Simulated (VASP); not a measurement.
Data:

```
CELL_PARAMETERS angstrom
      0.00000     3.27420     3.27420
      3.27420     0.00000     3.27420
      3.27420     3.27420     0.00000
ATOMIC_POSITIONS crystal
  Mg 0.00000 0.00000 0.00000
  Te 0.25000 0.25000 0.25000
```

The numbers are results of PBE GGA, VASP's PBE PAW potentials (set 64) (plane waves; VASP 6.6.1), not measurements. Run with 400 eV cut-off, 5×5×5 Γ-centred mesh, Gaussian smearing of 0.050 eV, potentials Mg Te.

Unless said otherwise, spin-orbit coupling is left out, though it shifts the bands of the heavy elements here.

Task: Estimate the energy per atom (σ→0), band gap (on the k-mesh) with the smallest direct gap where there is one.

Result: 
```yaml
band gap (on the k-mesh): 2.24 eV
smallest direct gap (on the k-mesh): 2.24 eV
energy per atom (σ→0): -3.198 eV/atom
```

The absolute energy has meaning only against runs of the same code, potentials and settings.

The compound is MgTe in the zinc blende structure, whereas wurtzite is the usual form. The cell was not relaxed at this level.
